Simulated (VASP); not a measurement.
Calculation: PBEsol GGA, VASP's PBE PAW potentials (set 64) (plane waves; VASP).

The input files of a VASP run:

**INCAR**
```
SYSTEM  =  HgTe
PREC  =  Accurate; ENCUT  =  520; LREAL  =  .False.
LASPH  =  .True.
EDIFF  =  1E-7; NELM  =  100; ALGO  =  Normal
LMAXMIX  =  6
ISMEAR  =  1; SIGMA  =  0.1
GGA  =  PS
ISIF  =  2
LWAVE  =  .False.; LCHARG  =  .False.
```

### POSCAR
```
HgTe
1
    0.0000000000     3.2582949836     3.2582949836
    3.2582949836     0.0000000000     3.2582949836
    3.2582949836     3.2582949836     0.0000000000
Hg Te
1 1
Direct
  0.0000000000   0.0000000000   0.0000000000
  0.2500000000   0.2500000000   0.2500000000
```

File KPOINTS:
```
Automatic mesh
0
Gamma
10 10 10
0 0 0
```

POTCAR, in this order: Hg Te (PBE.64 set). Program: vasp_std.

What will the output report for the number of irreducible k-points (NKPTS), largest plane-wave count, number of space-group operations, FFT grid (NGX, NGY, NGZ)?

The number of irreducible k-points (NKPTS) comes out as 47. The largest plane-wave count is 1892 and the number of space-group operations comes out as 24. The FFT grid (NGX, NGY, NGZ) is 36 × 36 × 36.

The compound is HgTe in the zinc blende structure. It was relaxed first.
